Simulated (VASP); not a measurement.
**Au: stress against strain**

Au (fcc, Fm-3m, 16.991 Å³/atom at rest, cube axes along x, y and z) under an equal strain ε along x and y, with z held. PBEsol in VASP (plane waves, PAW), 480 eV, 18×18×18 Γ-centred mesh, Methfessel-Paxton smearing 0.10 eV; ions are relaxed within the symmetry of each cell. Stress is positive for a compressed cell.

Here s stands for strain and y for stress xx.

| strain (%) | stress xx (GPa) |
|---|---|
| -1.50 | 6.09 |
| -1.00 | 3.95 |
| -0.50 | 1.97 |
| 0.00 | 0.12 |
| 0.50 | -1.63 |
| 1.00 | -3.29 |
| 1.50 | -4.84 |
| 3.00 | ? |

The 7 complete rows are fitted with a straight line, y against s. Means: s 0, y 0.339. About the means, the sum of products is -25.435 and the sum of squares of s is 7.0000; the slope is their ratio. Least squares gives y = 0.339 - 3.6336·s. Residuals (row less fit): 0.301, -0.023, -0.186, -0.219, -0.152, 0.005, 0.271; standard error 0.232 (degrees of freedom: 5). The slope gives the elastic constants C11 + C12 = 363 ± 9 GPa.

Predict the withheld y at s = 3.00 from the fit, and compare with the calculation.

y = 0.339 - 3.6336 × 3.0 = -10.562 GPa. The calculation gives -8.89 GPa, 1.672 GPa above the prediction (11.2 % of the range of y in the table). The row lies outside the fitted rows, so this is an extrapolation. From the scatter of the fitted rows alone, a prediction at this place has a standard error of 0.362 GPa, so the miss is 4.6 times that.

One order more, fitted to all 13 runs of the series, follows each within 0.07, so the miss is the next term of a smooth law. In a metal these values are sensitive to mesh and smearing; energies are taken to zero smearing, stresses follow the free energy. Rows are the converged runs of the series near zero and its far end; series whose fitted rows scatter by over a few per cent of the range, as at a crossing or softening among them, aren't shown in this form. Most that stay on the fit to the last digits aren't either.
